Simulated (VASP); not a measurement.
A convergence study with VASP on RbCl: one setting is varied, all else stays as given below, so the limit is that of these other settings.

```
RbCl
1.0
    4.62950     0.00000     0.00000
   -4.62950     4.62950     0.00000
    0.00000     0.00000    23.82068
Cl Rb
4 4
Direct
  0.00000   0.50000   0.43129
  0.00000   0.00000   0.29386
  0.00000   0.50000   0.70614
  0.00000   0.00000   0.56871
  0.00000   0.00000   0.43129
  0.00000   0.50000   0.29386
  0.00000   0.00000   0.70614
  0.00000   0.50000   0.56871
```

Method: PBE GGA, VASP's PBE PAW potentials (set 64) (plane waves; VASP). The tightest run used: 600 eV cut-off, 7×7×1 Γ-centred mesh, Fermi-Dirac smearing of 0.010 eV, potentials Cl Rb_sv.

Gaps are read on the run's mesh, which can miss a band edge.

Problem. The settings run are ENCUT = 150; ENCUT = 180; ENCUT = 210; ENCUT = 255; ENCUT = 360; ENCUT = 450; ENCUT = 600. From which on does the energy per atom stay within 0.01 eV/atom of the tightest run?

Solution. From ENCUT = 180 on: it is off by 0.0056 there and by no more than 0.01 in any finer run, while ENCUT = 150 is off by 0.0501.
```
setting      E (eV/atom)  gap on the mesh (eV)  plane waves  difference judged (eV/atom)
-----------  -----------  --------------------  -----------  ---------------------------
ENCUT = 150      -3.3483                 4.763         2171                       0.0501
ENCUT = 180      -3.3038                 4.773         2832                       0.0056
ENCUT = 210      -3.2981                 4.813         3577                       0.0001
ENCUT = 255      -3.2966                 4.818         4752                       0.0016
ENCUT = 360      -3.2982                 4.820         7946                       0.0000
ENCUT = 450      -3.2980                 4.821        11140                       0.0002
ENCUT = 600      -3.2982                 4.822        17080                       0.0000
```

Left out are rungs that failed or repeat a setting and relaxations that didn't move; long series are thinned to 24 rows.

The cell is a sheet or thin cut with vacuum, built from a generated structure.
